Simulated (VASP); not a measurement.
Write the native input for VASP 6.6.1 that does the following.

* Task: single point
* Functional: PBE
* Potentials or basis: VASP PAW PBE potentials, release 64 (Ge_d, Cd)
* Cutoff: 520 eV
* k mesh: 8 × 8 × 8
* Occupations: fermi-dirac, width 0.1 eV
* Spin: no spin polarisation
* Dipole correction: no
* Further INCAR settings: ALGO = Fast; EDIFF = 1e-06; NBANDS = 35

The structure of CdGe3 lies in POSCAR:

```
CdGe3
1.0
    4.0359690000      0.0000000000      0.0000000000
    0.0000000000      4.0359690000      0.0000000000
    0.0000000000      0.0000000000      4.0575670000
Ge Cd
3 1
Direct
    0.0000000000      0.5000000000      0.5000000000
    0.5000000000      0.0000000000      0.5000000000
    0.5000000000      0.5000000000      0.0000000000
    0.0000000000      0.0000000000      0.0000000000
```

The cell was built by a generator and needn't be a form met in nature.

These files were run (other wordings do the same):

INCAR

```
PREC     = Accurate       # precision mode
ENCUT    = 520            # plane-wave cutoff, eV
EDIFF    = 1E-6           # SCF threshold, eV
ISMEAR   = -1             # smearing method
SIGMA    = 0.1            # smearing width, eV
LREAL    = False          # projectors in reciprocal space
LASPH    = True           # aspherical terms in the spheres
NELM     = 80             # most SCF steps
ALGO     = Fast           # electronic algorithm
ISIF     = 2              # what is computed and relaxed
LWAVE    = False          # write WAVECAR
LCHARG   = False          # write CHGCAR
GGA      = PE             # functional
NBANDS   = 35             # bands
```

KPOINTS

```
regular mesh
0
Gamma
  8 8 8
```

Potentials or basis: VASP PAW PBE potentials, release 64 (Ge_d, Cd).

Command:

```console
$ cat potpaw_PBE.64/Ge_d/POTCAR potpaw_PBE.64/Cd/POTCAR > POTCAR
$ mpirun -np 1 vasp_std > vasp.out
```

It gave:

The pressure is 22.6 GPa. The band gap on the k mesh is none (metal or under the smearing width).

Caveat: so large a pressure means that the cell lies far from this level's equilibrium, or that cutoff or potentials fall short.

Run time: 110 s on 1 thread of Intel(R) Xeon(R) Platinum 8488C (Sapphire Rapids), with other jobs on the host, peak memory 0.26 GiB.
